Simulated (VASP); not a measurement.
OSZICAR of a VASP run on Cu2Te (space group P6/mmm):

**OSZICAR**
```
       N       E                     dE             d eps       ncg     rms          rms(c)
DAV:   1     0.348864727680E+03    0.34886E+03   -0.20992E+04  2376   0.178E+03
DAV:   2    -0.675176243357E+02   -0.41638E+03   -0.40856E+03  2376   0.387E+02
DAV:   3    -0.103568610960E+03   -0.36051E+02   -0.35182E+02  3098   0.161E+02
DAV:   4    -0.105059887430E+03   -0.14913E+01   -0.14820E+01  3730   0.339E+01
DAV:   5    -0.105079286414E+03   -0.19399E-01   -0.19462E-01  3758   0.434E+00    0.172E+01
DAV:   6    -0.100223280783E+03    0.48560E+01   -0.64581E+01  2757   0.161E+02    0.125E+01
DAV:   7    -0.951641387584E+02    0.50591E+01   -0.11698E+01  2909   0.763E+01    0.491E+00
DAV:   8    -0.934952209145E+02    0.16689E+01   -0.19918E+00  3562   0.206E+01    0.275E+00
DAV:   9    -0.935301362588E+02   -0.34915E-01   -0.60699E-01  3554   0.975E+00    0.990E-01
DAV:  10    -0.935411876871E+02   -0.11051E-01   -0.53282E-01  3357   0.637E+00    0.128E+00
DAV:  11    -0.936146323205E+02   -0.73445E-01   -0.22493E-01  3244   0.386E+00    0.387E-01
DAV:  12    -0.936727139336E+02   -0.58082E-01   -0.41341E-02  3507   0.228E+00    0.201E-01
DAV:  13    -0.936763798342E+02   -0.36659E-02   -0.99058E-03  2948   0.872E-01    0.136E-01
DAV:  14    -0.936772652394E+02   -0.88541E-03   -0.22116E-03  2862   0.612E-01    0.814E-02
DAV:  15    -0.936753315535E+02    0.19337E-02   -0.54923E-04  2905   0.192E-01    0.653E-02
DAV:  16    -0.936771714017E+02   -0.18398E-02   -0.27461E-03  2943   0.447E-01    0.154E-02
DAV:  17    -0.936771666155E+02    0.47862E-05   -0.28289E-04  3257   0.196E-01    0.387E-02
DAV:  18    -0.936772355332E+02   -0.68918E-04   -0.27182E-05  3542   0.807E-02    0.231E-02
DAV:  19    -0.936772337914E+02    0.17418E-05   -0.18719E-05  2984   0.427E-02    0.180E-02
DAV:  20    -0.936772770720E+02   -0.43281E-04   -0.39537E-05  3050   0.888E-02    0.505E-03
DAV:  21    -0.936772795835E+02   -0.25115E-05   -0.10129E-06  3257   0.142E-02    0.489E-03
DAV:  22    -0.936772771984E+02    0.23851E-05   -0.11089E-07  1700   0.281E-03    0.359E-03
DAV:  23    -0.936772923471E+02   -0.15149E-04   -0.63284E-07  2610   0.775E-03    0.131E-03
DAV:  24    -0.936772919098E+02    0.43728E-06   -0.17558E-07  1900   0.334E-03    0.840E-04
DAV:  25    -0.936772895690E+02    0.23408E-05   -0.35221E-08  1258   0.220E-03    0.411E-04
DAV:  26    -0.936772868212E+02    0.27478E-05   -0.49528E-08  1251   0.234E-03    0.297E-04
DAV:  27    -0.936772890349E+02   -0.22138E-05   -0.20813E-08  1240   0.237E-03    0.849E-05
DAV:  28    -0.936772887365E+02    0.29847E-06   -0.42294E-09  1224   0.600E-04    0.109E-04
DAV:  29    -0.936772890101E+02   -0.27362E-06   -0.11749E-09  1221   0.411E-04    0.114E-04
DAV:  30    -0.936772887245E+02    0.28558E-06   -0.52372E-10  1218   0.371E-04    0.485E-05
DAV:  31    -0.936772883276E+02    0.39690E-06   -0.66481E-10  1218   0.196E-04    0.576E-05
DAV:  32    -0.936772886725E+02   -0.34490E-06   -0.40857E-10  1215   0.279E-04    0.233E-05
DAV:  33    -0.936772887268E+02   -0.54342E-07   -0.97122E-11  1212   0.795E-05
   1 F= -.93677289E+02 E0= -.93677289E+02  d E =0.000000E+00
       N       E                     dE             ncg
       N       E                     dE             ncg
```

### Question
Which electronic solver shows in the log?

### Answer
It is blocked Davidson (ALGO = Normal, or the opening steps of other solvers). The INCAR had ALGO = Normal.

### Question
Can the final energy be trusted as converged?

### Answer
Self-consistency was reached. It stopped with EDIFF = 1E-7, NELM = 100 (r2SCAN meta-GGA, plane waves, VASP's PBE PAW potentials (set 64)).

The structure comes from a computed database's Cu2Te entry (P6/mmm); how it stands against other phases isn't given here. It was relaxed first.
